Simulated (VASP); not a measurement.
Input:

```
Os
1.0
    1.36773    -2.36898     0.00000
    1.36773     2.36898     0.00000
    0.00000     0.00000     4.31852
Os
2
Direct
  0.33333   0.66667   0.25000
  0.66667   0.33333   0.75000
```

All values below come from PBE GGA with D3 dispersion (zero damping), VASP's PBE PAW potentials (set 64) (plane waves; VASP 6.6.1). Run with 520 eV cut-off, Gaussian smearing of 0.050 eV, potentials Os.

Give the energies of bands 1 to 11 at the high-symmetry points, in eV from the Fermi level.

```tsv
band	Γ	M	K	A	L	H
1	-10.97	-7.25	-6.56	-8.53	-7.49	-5.87
2	-7.82	-7.05	-5.43	-8.53	-7.49	-5.87
3	-3.08	-6.48	-5.43	-3.60	-5.36	-4.98
4	-3.08	-3.58	-4.65	-3.60	-5.36	-4.98
5	-2.82	-2.94	-3.46	-3.28	-1.24	-3.46
6	-2.24	-2.60	-3.46	-3.28	-1.24	-3.46
7	-2.24	-1.90	-1.36	-3.28	-0.19	-1.39
8	-1.60	2.00	1.46	-3.28	-0.19	-1.39
9	-1.60	2.56	1.46	0.87	2.34	1.60
10	0.01	2.69	2.04	0.87	2.34	1.60
11	1.66	4.38	5.36	0.87	3.28	8.31
```

It has no gap at this level: it comes out as a metal or semimetal.

The compound is Os in the hcp structure. It was relaxed first.
